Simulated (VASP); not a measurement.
Computed with r2SCAN meta-GGA, VASP's PBE PAW potentials (set 64) (plane waves; VASP).

VASP input:

### POSCAR
```
Lu
3.3713650
  0.4999999452  -0.8660253339   0.0000000000
  0.4999999452   0.8660253339   0.0000000000
  0.0000000000   0.0000000000   1.5584050161
Lu
2
Cartesian
  0.4999999452   0.2886756886   0.3896012540
  0.4999999452  -0.2886756886   1.1688037621
```

**INCAR**
```
ALGO = Normal
EDIFF = 1E-7
ENCUT = 480
ISIF = 2
ISMEAR = 1
LASPH = .True.
LCHARG = .False.
LMAXMIX = 6
LMIXTAU = .True.
LREAL = .False.
LWAVE = .False.
METAGGA = R2SCAN
NELM = 100
PREC = Accurate
SIGMA = 0.1
SYSTEM = Lu
```

### KPOINTS
```
Regular mesh
0
gamma
12 12 6
0 0 0
```

POTCAR, in this order: Lu_3 (PBE.64 set). Program: vasp_std.

What VASP printed:

### OUTCAR
```
 ion  position               nearest neighbor table
   1  0.333  0.667  0.250-   2 3.27   2 3.27   2 3.27   2 3.27   2 3.27   2 3.27
   2  0.667  0.333  0.750-   1 3.27   1 3.27   1 3.27   1 3.27   1 3.27   1 3.27
  LATTYP: Found a hexagonal cell.
 ALAT       =     3.3713647036
 C/A-ratio  =     1.5584051531
 Subroutine PRICEL returns:
 Original cell was already a primitive cell.
 Subroutine GETGRP returns: Found 24 space group operations
The static configuration has the point symmetry D_3d.
 The point group associated with its full space group is D_6h.
The dynamic configuration has the point symmetry D_3d.
 Subroutine INISYM returns: Found 24 space group operations
 Subroutine IBZKPT returns following result:
 Found     76 irreducible k-points:

 Following reciprocal coordinates:
            Coordinates               Weight
  0.000000  0.000000  0.000000      1.000000
  0.083333  0.000000  0.000000      6.000000
  0.166667  0.000000  0.000000      6.000000
  0.250000  0.000000  0.000000      6.000000
  0.333333  0.000000  0.000000      6.000000
  0.416667  0.000000  0.000000      6.000000
  0.500000  0.000000  0.000000      3.000000
...
```

### OSZICAR
```
       N       E                     dE             d eps       ncg     rms          rms(c)
DAV:   1    -0.219982652254E+02   -0.21998E+02   -0.86099E+03  3302   0.148E+03
DAV:   2    -0.754059433684E+02   -0.53408E+02   -0.52065E+02  3419   0.743E+02
DAV:   3    -0.776316431163E+02   -0.22257E+01   -0.21317E+01  3515   0.696E+01
DAV:   4    -0.777188636151E+02   -0.87220E-01   -0.86286E-01  3500   0.871E+00
DAV:   5    -0.777219817477E+02   -0.31181E-02   -0.31137E-02  3346   0.205E+00    0.339E+01
DAV:   6    -0.761777562411E+02    0.15442E+01   -0.49364E-01  3089   0.186E+01    0.180E+01
DAV:   7    -0.749172896445E+02    0.12605E+01   -0.46245E-01  3455   0.136E+01    0.602E-01
DAV:   8    -0.761697119538E+02   -0.12524E+01   -0.41006E-01  3515   0.854E+00    0.264E+00
DAV:   9    -0.760156094041E+02    0.15410E+00   -0.75662E-02  3149   0.393E+00    0.897E-01
DAV:  10    -0.760177790206E+02   -0.21696E-02   -0.11845E-03  3322   0.712E-01    0.946E-01
DAV:  11    -0.760175866217E+02    0.19240E-03   -0.46279E-03  2774   0.768E-01    0.717E-01
DAV:  12    -0.759969761782E+02    0.20610E-01   -0.39002E-02  3039   0.210E+00    0.122E-01
DAV:  13    -0.760140610628E+02   -0.17085E-01   -0.76280E-03  3022   0.996E-01    0.360E-01
DAV:  14    -0.760161393932E+02   -0.20783E-02   -0.46189E-03  2906   0.922E-01    0.201E-01
DAV:  15    -0.760160948073E+02    0.44586E-04   -0.22349E-04  3116   0.222E-01    0.189E-01
DAV:  16    -0.760161327936E+02   -0.37986E-04   -0.10029E-05  3285   0.530E-02    0.223E-01
DAV:  17    -0.760160681781E+02    0.64616E-04   -0.58855E-05  3205   0.123E-01    0.175E-02
DAV:  18    -0.760160367677E+02    0.31410E-04   -0.15295E-05  3294   0.499E-02    0.870E-03
DAV:  19    -0.760160442627E+02   -0.74950E-05   -0.82818E-06  3405   0.470E-02    0.241E-02
DAV:  20    -0.760160469689E+02   -0.27062E-05   -0.17074E-06  3300   0.142E-02    0.115E-02
DAV:  21    -0.760160489471E+02   -0.19782E-05   -0.40846E-07  2456   0.101E-02    0.984E-04
DAV:  22    -0.760160502023E+02   -0.12552E-05   -0.23701E-07  1593   0.139E-02    0.644E-04
DAV:  23    -0.760160499647E+02    0.23758E-06   -0.59847E-08  1243   0.121E-02    0.500E-04
DAV:  24    -0.760160498870E+02    0.77727E-07   -0.25685E-08  1213   0.669E-03
   1 F= -.76016050E+02 E0= -.76016791E+02  d E =0.222266E-02
```

**OUTCAR**
```
------------------------ aborting loop because EDIFF is reached ----------------------------------------
  FORCE on cell =-STRESS in cart. coord.  units (eV):
  Direction    XX          YY          ZZ          XY          YZ          ZX
  --------------------------------------------------------------------------------------
  Total        2.4389414      2.4389415      2.1418472      0.0000000     -0.0000000      0.0000000
  in kB       75.5585717     75.5585761     66.3545736      0.0000000     -0.0000000      0.0000000
  external PRESSURE =      72.4905738 kB  Pullay stress =       0.0000000 kB
  volume of cell :       51.72
      direct lattice vectors                 reciprocal lattice vectors
     1.685682315 -2.919687500  0.000000000     0.296615795 -0.171251204  0.000000000
     1.685682315  2.919687500  0.000000000     0.296615795  0.171251204  0.000000000
     0.000000000  0.000000000  5.253952127     0.000000000  0.000000000  0.190332911
 POSITION                                       TOTAL-FORCE (eV/Angst)
 -----------------------------------------------------------------------------------
      1.68568      0.97323      1.31349        -0.000000      0.000000      0.000000
      1.68568     -0.97323      3.94046         0.000000     -0.000000      0.000000
 -----------------------------------------------------------------------------------
    total drift:                                0.000000      0.000062     -0.000011
  FREE ENERGIE OF THE ION-ELECTRON SYSTEM (eV)
  ---------------------------------------------------
  free  energy   TOTEN  =       -76.0160498870 eV

  energy  without entropy=      -76.0182725447  energy(sigma->0) =      -76.01679077
```
(Selected blocks of OUTCAR.)

The compound is Lu in the hcp structure. This cell was strained or had an atom moved on purpose.
